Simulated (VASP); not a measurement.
Runs of VASP 6.6.1 on FCSSeH. The cell holds a molecule in a box, 5 atoms: a = 12.000 Å, b = 11.000 Å, c = 12.000 Å, α = 90.00°, β = 90.00°, γ = 90.00°. 

```tsv
task	level	cell	gap on the mesh (eV)	largest force (eV/Å)
atomic charges	PBE+TS	as given	2.60	1.37
single point	SCAN+D3(BJ)	as given	2.89	(a)
single point	revPBE+D4	as given	2.62	1.57
electron localisation function	PBE	as given	2.60	1.37
relaxation of the atoms	r2SCAN+D3(BJ)	atoms relaxed	2.89	0.01
```

Alike in all rows: potentials or basis VASP PAW PBE potentials, release 64 (F, C, S, Se, H); no spin polarisation; k mesh 1 × 1 × 1; cutoff (eV) 520; smearing gaussian 0.01 eV.

Q: Estimate the missing entries.

A: (a) 0.79.

Caveats: the PAW data sets were made with another functional, which shifts forces and pressure a little (some runs).

A k mesh can miss the band edges, and the runs leave out spin-orbit coupling on Se.

Not every run made on this cell is shown here.
